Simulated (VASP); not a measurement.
Data:

```xyz
4
Lattice="4.2100 0.0000 0.0000 0.0000 4.2100 0.0000 0.0000 0.0000 5.9465" Properties=species:S:1:pos:R:3 pbc="T T T"
Hg     2.1050     4.2100     4.5335
Hg     0.0000     2.1050     1.4131
Se     0.0000     4.2100     2.9733
S      2.1050     2.1050     0.0000
```

Calculation: LDA (Ceperley-Alder, Perdew-Zunger) with spin-orbit coupling, VASP's LDA PAW potentials (set 64) (plane waves; VASP). Numerical set-up: 400 eV cut-off, 7×7×5 Γ-centred mesh, Gaussian smearing of 0.050 eV, potentials Hg Se S.

Question: Give the energies of bands 27 to 40 at the high-symmetry points, in eV from the valence-band maximum.

Answer: 
| band | Γ | X | M | Z | R | A |
|---|---|---|---|---|---|---|
| 27 | -2.49 | -4.24 | -4.94 | -3.03 | -5.43 | -5.09 |
| 28 | -2.49 | -4.24 | -4.94 | -3.03 | -5.43 | -5.09 |
| 29 | -2.41 | -2.58 | -2.65 | -1.65 | -1.26 | -3.12 |
| 30 | -2.41 | -2.58 | -2.65 | -1.65 | -1.26 | -3.12 |
| 31 | -0.89 | -2.43 | -2.46 | -1.45 | -1.11 | -2.78 |
| 32 | -0.89 | -2.43 | -2.46 | -1.45 | -1.11 | -2.78 |
| 33 | -0.06 | -1.25 | -2.35 | -1.10 | -1.00 | -2.57 |
| 34 | -0.06 | -1.25 | -2.35 | -1.10 | -1.00 | -2.57 |
| 35 | 0.00 | -0.79 | -2.22 | -1.08 | -0.77 | -2.34 |
| 36 | 0.00 | -0.79 | -2.22 | -1.08 | -0.77 | -2.34 |
| 37 | 0.03 | 2.44 | 2.72 | 2.17 | 1.09 | 3.58 |
| 38 | 0.03 | 2.44 | 2.72 | 2.17 | 1.09 | 3.58 |
| 39 | 2.87 | 2.60 | 2.86 | 2.32 | 1.26 | 3.70 |
| 40 | 2.87 | 2.60 | 2.86 | 2.32 | 1.26 | 3.70 |

The gap is direct, 0.02 eV, from the valence maximum at Γ to the conduction minimum at Γ.

The structure comes from a computed database's Hg2SeS entry (P-4m2); how it stands against other phases isn't given here. It was relaxed first, which changed the volume by -5 %.
